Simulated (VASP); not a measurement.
Calculation: PBE GGA, VASP's PBE PAW potentials (set 64) (plane waves; VASP 6.6.1).

A VASP calculation is set up with these files.

File KPOINTS:
```
Regular mesh
0
Gamma
 8 8 2
0 0 0
```

POSCAR:
```
MoS2
1
    1.6081910433    -2.7854683108     0.0000000000
    1.6081910433     2.7854683108     0.0000000000
    0.0000000000     0.0000000000    14.0848126127
Mo S
2 4
Direct
  0.3333330000   0.6666670000   0.2500000000
  0.6666670000   0.3333330000   0.7500000000
  0.3333330000   0.6666670000   0.8620015758
  0.6666670000   0.3333330000   0.3620015758
  0.6666670000   0.3333330000   0.1379984242
  0.3333330000   0.6666670000   0.6379984242
```

**INCAR**
```
ALGO = Normal
EDIFF = 1E-7
EDIFFG = -0.01
ENCUT = 520
GGA = PE
IBRION = 2
ISIF = 4
ISMEAR = 0
LASPH = .TRUE.
LCHARG = .FALSE.
LMAXMIX = 4
LREAL = .FALSE.
LWAVE = .FALSE.
NELM = 100
NSW = 30
PREC = Accurate
SIGMA = 0.05
SYSTEM = MoS2
```

POTCAR, in this order: Mo_sv S (PBE.64 set). Program: vasp_std.

Without a dispersion term in the relaxation, distances and binding between the weakly bound layers, chains or molecules are unreliable, and so is what depends on them.

**Question.** What does the run give for the energy per atom (σ→0)?

**Answer.** 
The energy per atom (σ→0) is -7.286 eV/atom.

### OSZICAR
```
...
   7 F= -.43714239E+02 E0= -.43714239E+02  d E =-.484832E-05
       N       E                     dE             d eps       ncg     rms          rms(c)
DAV:   1    -0.437142550331E+02   -0.16014E-04   -0.24109E-03  1303   0.216E-01    0.494E-02
DAV:   2    -0.437142636147E+02   -0.85816E-05   -0.13437E-04  1529   0.503E-02    0.192E-02
DAV:   3    -0.437142629882E+02    0.62650E-06   -0.76766E-06  1555   0.157E-02    0.155E-02
DAV:   4    -0.437142628150E+02    0.17320E-06   -0.33841E-06  1550   0.965E-03    0.551E-03
DAV:   5    -0.437142628824E+02   -0.67420E-07   -0.94823E-07  1403   0.512E-03
   8 F= -.43714263E+02 E0= -.43714263E+02  d E =-.286962E-04
```

The compound is MoS2 in the 2H layered structure. This cell is one point of a volume scan, at 1.03 of the reference volume. Symmetry was kept, so distortions that lower it aren't found.
